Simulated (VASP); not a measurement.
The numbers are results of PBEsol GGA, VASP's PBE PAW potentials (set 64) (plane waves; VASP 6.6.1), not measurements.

VASP input:

POSCAR:
```
ReS2
1
    0.0000000000     2.8508501849     2.8508501849
    2.8508501849     0.0000000000     2.8508501849
    2.8508501849     2.8508501849    -0.0000000000
Re S
1 2
Direct
  0.0000000000   0.0000000000   0.0000000000
  0.2500000000   0.2500000000   0.2500000000
  0.7500000000   0.7500000000   0.7500000000
```

### KPOINTS
```
k-points along high-symmetry lines
15
Line-mode
Reciprocal
  0.000000   0.000000   0.000000 ! GAMMA
  0.500000   0.000000   0.500000 ! X

  0.500000   0.000000   0.500000 ! X
  0.625000   0.250000   0.625000 ! U

  0.375000   0.375000   0.750000 ! K
  0.000000   0.000000   0.000000 ! GAMMA

  0.000000   0.000000   0.000000 ! GAMMA
  0.500000   0.500000   0.500000 ! L

  0.500000   0.500000   0.500000 ! L
  0.500000   0.250000   0.750000 ! W

  0.500000   0.250000   0.750000 ! W
  0.500000   0.000000   0.500000 ! X
```

INCAR:
```
SYSTEM = ReS2
PREC = Accurate; ENCUT = 400; LREAL = F
LASPH = T; ICHARG = 11
EDIFF = 1E-7; NELM = 100; ALGO = Normal
LMAXMIX = 6
ISMEAR = 0; SIGMA = 0.05
GGA = PS
LWAVE = F; LCHARG = F; LORBIT = 11
```

POTCAR, in this order: Re S (PBE.64 set). Program: vasp_std. Read from the step before: CHGCAR.

What VASP printed:

**OUTCAR**
```
 ion  position               nearest neighbor table
   1  0.000  0.000  0.000-   3 2.47   3 2.47   3 2.47   2 2.47   2 2.47   2 2.47   3 2.47   2 2.47
  LATTYP: Found a face centered cubic cell.
 ALAT       =     5.7017003698
 Subroutine PRICEL returns:
 Original cell was already a primitive cell.
 Subroutine GETGRP returns: Found 48 space group operations
The static configuration has the point symmetry O_h .
The dynamic configuration has the point symmetry O_h .
 Subroutine INISYM returns: Found 48 space group operations
   k-points           NKPTS =     90   k-points in BZ     NKDIM =     90   number of bands    NBANDS=     13
   number of dos      NEDOS =    301   number of ions     NIONS =      3
   total plane-waves  NPLWV =  21952
   dimension x,y,z NGX =    28 NGY =   28 NGZ =   28
   dimension x,y,z NGXF=    56 NGYF=   56 NGZF=   56
   ions per type =               1   2
   PREC   = accura    normal or accurate (medium, high low for compatibility)
   ISTART =      0    job   : 0-new  1-cont  2-samecut
   ICHARG =     11    charge: 1-file 2-atom 10-const
   ISPIN  =      1    spin polarized calculation?
   LNONCOLLINEAR =      F non collinear calculations
   LSORBIT =      F    spin-orbit coupling
   INIWAV =      1    electr: 0-lowe 1-rand  2-diag
   ENCUT  =  400.0 eV  29.40 Ry    5.42 a.u.   6.57  6.57  6.57*2*pi/ulx,y,z
   NELM   =    100;   NELMIN=  2; NELMDL= -5     # of ELM steps
   EDIFF  = 0.1E-06   stopping-criterion for ELM
   LREAL  =      F    real-space projection
   NLSPLINE    = F    spline interpolate recip. space projectors
   LMAXMIX     =    6 max onsite mixed and CHGCAR
   VOSKOWN=      0    Vosko Wilk Nusair interpolation
   EDIFFG = 0.1E-05   stopping-criterion for IOM
   NSW    =      0    number of steps for IOM
   NBLOCK =      1;   KBLOCK =      1    inner block; outer block
   IBRION =     -1    ionic relax: 0-MD 1-quasi-New 2-CG
   NFREE  =      0    steps in history (QN), initial steepest desc. (CG)
   ISIF   =      2    stress and relaxation
   ISYM   =      2    0-nonsym 1-usesym 2-fastsym
   TEIN   =    0.0    initial temperature
   TEBEG  =    0.0;   TEEND  =   0.0 temperature during run
   SMASS  =  -3.00    Nose mass-parameter (am)
   PSTRESS=    0.0 pullay stress
   NELECT =      19.0000    total number of electrons
   EFERMI =   0.00;   METHOD = LEGACY
   ISMEAR =     0;   SIGMA  =   0.05  broadening in eV -4-tet -1-fermi 0-gaus
   IALGO  =     38    algorithm
   LDIAG  =      T    sub-space diagonalisation (order eigenvalues)
   IMIX   =      4    mixing-type and parameters
     AMIX     =   0.40;   BMIX     =  1.00
     AMIX_MAG =   1.60;   BMIX_MAG =  1.00
     AMIN     =   0.10
   GGA     = PS    functional components
   VOSKOWN =     0    Vosko Wilk Nusair interpolation
   LHFCALC =     F    Hartree Fock is set to
   LHFONE  =     F    Hartree Fock one center treatment
   AEXX    =    0.0000 exact exchange contribution
   IVDW    =     0    specifies the selected vdW correction
   LEPSILON=     F    determine dielectric tensor
   LRPA    =     F    only Hartree local field effects (RPA)
  energy-cutoff  :      400.00
  volume of cell :       46.34
      direct lattice vectors                 reciprocal lattice vectors
     0.000000000  2.850850185  2.850850185    -0.175386277  0.175386277  0.175386277
     2.850850185  0.000000000  2.850850185     0.175386277 -0.175386277  0.175386277
     2.850850185  2.850850185  0.000000000     0.175386277  0.175386277 -0.175386277
 k-point     1 :   0.0000 0.0000 0.0000  plane waves:     869
 k-point     2 :   0.0357 0.0000 0.0357  plane waves:     869
 k-point     3 :   0.0714 0.0000 0.0714  plane waves:     877
 k-point     4 :   0.1071 0.0000 0.1071  plane waves:     869
 k-point     5 :   0.1429 0.0000 0.1429  plane waves:     869
 k-point     6 :   0.1786 0.0000 0.1786  plane waves:     853
 k-point     7 :   0.2143 0.0000 0.2143  plane waves:     849
 k-point     8 :   0.2500 0.0000 0.2500  plane waves:     849
 k-point     9 :   0.2857 0.0000 0.2857  plane waves:     833
 k-point    10 :   0.3214 0.0000 0.3214  plane waves:     837
 k-point    11 :   0.3571 0.0000 0.3571  plane waves:     838
...
```

**OSZICAR**
```
       N       E                     dE             d eps       ncg     rms          rms(c)
DAV:   1     0.624370699834E+02    0.62437E+02   -0.77244E+03  3766   0.124E+03
DAV:   2    -0.172504754716E+02   -0.79688E+02   -0.76851E+02  4001   0.255E+02
DAV:   3    -0.216415084157E+02   -0.43910E+01   -0.41704E+01  3597   0.613E+01
DAV:   4    -0.218968441946E+02   -0.25534E+00   -0.22073E+00  3760   0.106E+01
DAV:   5    -0.219102956012E+02   -0.13451E-01   -0.13433E-01  3582   0.240E+00
DAV:   6    -0.219111937512E+02   -0.89815E-03   -0.89787E-03  3440   0.503E-01
DAV:   7    -0.219112309363E+02   -0.37185E-04   -0.37173E-04  3808   0.106E-01
DAV:   8    -0.219112339594E+02   -0.30231E-05   -0.30236E-05  2871   0.236E-02
DAV:   9    -0.219112340590E+02   -0.99588E-07   -0.98856E-07  2261   0.498E-03
   1 F= -.21911234E+02 E0= -.21910505E+02  d E =-.145904E-02
```

### OUTCAR
```
 val. band max:        7.8682812800   @ k =   0.5000   0.3036   0.6964

 cond. band min:       7.8835652371   @ k =   0.2946   0.2946   0.5893



 k-point     1 :       0.0000    0.0000    0.0000
  band No.  band energies     occupation
      1      -8.7139      2.00000
      2      -3.0556      2.00000
      3       0.8109      2.00000
      4       0.8109      2.00000
      5       0.8109      2.00000
      6       6.1404      2.00000
      7       6.1405      2.00000
      8       7.1226      2.00000
      9       7.1226      2.00000
     10       7.1226      2.00000
     11      12.3509      0.00000
     12      12.3963      0.00000
     13      12.4629      0.00000

 k-point     2 :       0.0357    0.0000    0.0357
  band No.  band energies     occupation
      1      -8.6936      2.00000
      2      -3.1176      2.00000
      3       0.8189      2.00000
      4       0.8189      2.00000
      5       0.9082      2.00000
      6       5.9095      2.00000
      7       6.1533      2.00000
      8       7.1181      2.00000
      9       7.1181      2.00000
     10       7.2512      2.00000
     11      11.8363      0.00000
     12      11.8377      0.00000
     13      12.3946      0.00000

 k-point     3 :       0.0714    0.0000    0.0714
  band No.  band energies     occupation
      1      -8.6329      2.00000
      2      -3.2863      2.00000
      3       0.8429      2.00000
      4       0.8429      2.00000
      5       1.1823      2.00000
      6       5.4095      2.00000
      7       6.1914      2.00000
      8       7.0999      2.00000
      9       7.0999      2.00000
     10       7.4491      2.00000
     11      11.3503      0.00000
     12      11.3505      0.00000
     13      12.1239      0.00000

 k-point     4 :       0.1071    0.0000    0.1071
  band No.  band energies     occupation
      1      -8.5326      2.00000
      2      -3.5238      2.00000
      3       0.8833      2.00000
      4       0.8833      2.00000
...
```

The density is held fixed in this step, so its total energy and stress have no physical meaning. Unless said otherwise, spin-orbit coupling is left out, though it shifts the bands of the heavy elements here.

The structure was generated: ReS2 was put into the fluorite type (Fm-3m), which need not be its known phase. It was relaxed first, which changed the volume by -15 %. The electron count is odd and the run is not spin-polarised, which forces a metal.
